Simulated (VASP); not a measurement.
Data:

```
TiZrN2
1.0
    4.41256     0.00000     0.00000
    0.00000     4.41256     0.00000
    0.00000     0.00000     4.40216
Zr N Ti
2 4 2
Direct
  0.00000   0.00000   0.00000
  0.50000   0.50000   0.00000
  0.50000   0.50000   0.50000
  0.00000   0.00000   0.50000
  0.00000   0.50000   0.00000
  0.50000   0.00000   0.00000
  0.50000   0.00000   0.50000
  0.00000   0.50000   0.50000
```

Level of theory: PBEsol GGA, VASP's PBE PAW potentials (set 64) (plane waves; VASP). Settings: 520 eV cut-off, 8×8×8 Γ-centred mesh, tetrahedra with Blöchl corrections, potentials Zr_sv N Ti_sv.

Predict the energy per atom (σ→0), band gap (on the k-mesh) with the smallest direct gap where there is one.

```yaml
band gap (on the k-mesh): none (metal, semimetal or under 0.01 eV)
energy per atom (σ→0): -10.499 eV/atom
```

The structure was generated: Ti2Zr2N4 was put into an ordered model structure (P4/mmm), which need not be its known phase. It was relaxed first.
